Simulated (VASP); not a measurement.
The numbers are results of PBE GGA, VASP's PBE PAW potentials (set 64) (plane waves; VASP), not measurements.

VASP input:

**KPOINTS**
```
Automatic mesh
0
Gamma
8 8 8
0 0 0
```

### INCAR
```
SYSTEM  =  KF
PREC  =  Accurate; ENCUT  =  620; LREAL  =  .FALSE.
LASPH  =  .TRUE.
EDIFF  =  1E-6; NELM  =  100; ALGO  =  Normal
ISMEAR  =  0; SIGMA  =  0.05
GGA  =  PE
IBRION  =  2; NSW  =  40; ISIF  =  3
EDIFFG  =  -0.02; PSTRESS  =  50
LWAVE  =  .FALSE.; LCHARG  =  .FALSE.
```

File POSCAR:
```
KF
1
    0.0000000000     2.7103066905     2.7103066905
    2.7103066905     0.0000000000     2.7103066905
    2.7103066905     2.7103066905     0.0000000000
K F
1 1
Direct
  0.0000000000   0.0000000000   0.0000000000
  0.5000000000   0.5000000000   0.5000000000
```

POTCAR, in this order: K_sv F (PBE.64 set). Program: vasp_std.

Output of the run:

File OSZICAR:
```
       N       E                     dE             d eps       ncg     rms          rms(c)
DAV:   1     0.129424407402E+03    0.12942E+03   -0.92128E+03   696   0.147E+03
DAV:   2    -0.378936188378E+01   -0.13321E+03   -0.12143E+03   856   0.344E+02
DAV:   3    -0.941552231803E+01   -0.56262E+01   -0.56022E+01   888   0.706E+01
DAV:   4    -0.957582314945E+01   -0.16030E+00   -0.16019E+00  1084   0.993E+00
DAV:   5    -0.957704990992E+01   -0.12268E-02   -0.12267E-02   860   0.103E+00    0.626E+00
DAV:   6    -0.833200557715E+01    0.12450E+01   -0.43986E+00   756   0.180E+01    0.362E+00
DAV:   7    -0.830351380185E+01    0.28492E-01   -0.12468E-01   952   0.317E+00    0.217E+00
DAV:   8    -0.829916872668E+01    0.43451E-02   -0.58187E-02   744   0.285E+00    0.210E-01
DAV:   9    -0.830091345122E+01   -0.17447E-02   -0.63700E-03   948   0.666E-01    0.121E-01
DAV:  10    -0.830148143387E+01   -0.56798E-03   -0.88813E-04   792   0.298E-01    0.611E-02
DAV:  11    -0.830162374002E+01   -0.14231E-03   -0.35607E-04   740   0.155E-01    0.200E-02
DAV:  12    -0.830161581155E+01    0.79285E-05   -0.61768E-05   896   0.664E-02    0.724E-03
DAV:  13    -0.830161543693E+01    0.37462E-06   -0.52527E-06   764   0.232E-02
   1 F= -.70589772E+01 E0= -.70589772E+01  d E =-.705898E+01
       N       E                     dE             d eps       ncg     rms          rms(c)
DAV:   1    -0.957355879569E+01   -0.12719E+01   -0.25812E+01   800   0.590E+01    0.883E+00
DAV:   2    -0.841511808829E+01    0.11584E+01   -0.49222E+00   740   0.219E+01    0.257E+00
DAV:   3    -0.828564404003E+01    0.12947E+00   -0.25733E-01  1112   0.583E+00    0.111E+00
DAV:   4    -0.826546306000E+01    0.20181E-01   -0.90941E-02  1232   0.257E+00    0.932E-01
DAV:   5    -0.826919191118E+01   -0.37289E-02   -0.81662E-03  1080   0.848E-01    0.161E-01
DAV:   6    -0.826906128601E+01    0.13063E-03   -0.18316E-03  1088   0.424E-01    0.621E-02
DAV:   7    -0.826919305586E+01   -0.13177E-03   -0.16146E-04  1276   0.101E-01    0.650E-03
DAV:   8    -0.826919246616E+01    0.58969E-06   -0.36732E-06   888   0.184E-02
   2 F= -.71353523E+01 E0= -.71353523E+01  d E =-.763752E-01
       N       E                     dE             d eps       ncg     rms          rms(c)
DAV:   1    -0.839247000643E+01   -0.12328E+00   -0.30710E+00   792   0.204E+01    0.295E+00
DAV:   2    -0.825699843016E+01    0.13547E+00   -0.55466E-01   772   0.748E+00    0.808E-01
DAV:   3    -0.824192669334E+01    0.15072E-01   -0.28167E-02  1084   0.194E+00    0.465E-01
DAV:   4    -0.823961144401E+01    0.23152E-02   -0.98810E-03  1204   0.832E-01    0.390E-01
DAV:   5    -0.824006871974E+01   -0.45728E-03   -0.74723E-04  1080   0.229E-01    0.391E-02
DAV:   6    -0.824011140558E+01   -0.42686E-04   -0.27252E-04  1264   0.145E-01    0.219E-02
DAV:   7    -0.824011775671E+01   -0.63511E-05   -0.10608E-05   836   0.343E-02    0.231E-03
DAV:   8    -0.824011823718E+01   -0.48047E-06   -0.28536E-07   500   0.630E-03
   3 F= -.71419718E+01 E0= -.71419718E+01  d E =-.829947E-01
```

**OUTCAR**
```
------------------------ aborting loop because EDIFF is reached ----------------------------------------
  FORCE on cell =-STRESS in cart. coord.  units (eV):
  Direction    XX          YY          ZZ          XY          YZ          ZX
  --------------------------------------------------------------------------------------
  Total        1.0709077      1.0709077      1.0709077      0.0000000      0.0000000     -0.0000000
  in kB       48.7597861     48.7597861     48.7597861      0.0000000      0.0000000     -0.0000000
  external PRESSURE =      -1.2402139 kB  Pullay stress =      50.0000000 kB
  volume of cell :       35.19
      direct lattice vectors                 reciprocal lattice vectors
     0.000000000  2.600899727  2.600899727    -0.192241167  0.192241167  0.192241167
     2.600899727  0.000000000  2.600899727     0.192241167 -0.192241167  0.192241167
     2.600899727  2.600899727  0.000000000     0.192241167  0.192241167 -0.192241167
  FREE ENERGIE OF THE ION-ELECTRON SYSTEM (eV)
  ---------------------------------------------------
  free  energy   TOTEN  =        -8.2401182372 eV

  energy  without entropy=       -8.2401182372  energy(sigma->0) =       -8.24011824
  enthalpy is  TOTEN    =        -7.1419718307 eV   P V=        1.0981464064

 reached required accuracy - stopping structural energy minimisation
```
(Selected blocks of OUTCAR.)

**CONTCAR**
```
KF
   1.00000000000000
     0.0000000000000000    2.6008997267901171    2.6008997267901171
     2.6008997267901171    0.0000000000000000    2.6008997267901171
     2.6008997267901171    2.6008997267901171    0.0000000000000000
  K               F
     1     1
Direct
     0.0000000000000000    0.0000000000000000    0.0000000000000000
     0.5000000000000000    0.5000000000000000    0.5000000000000000
```

Energy and stress use the plane-wave basis of the starting cell.

The compound is KF in the rock salt structure. This run relaxes it under an external pressure of 5 GPa. Symmetry was kept, so distortions that lower it aren't found.
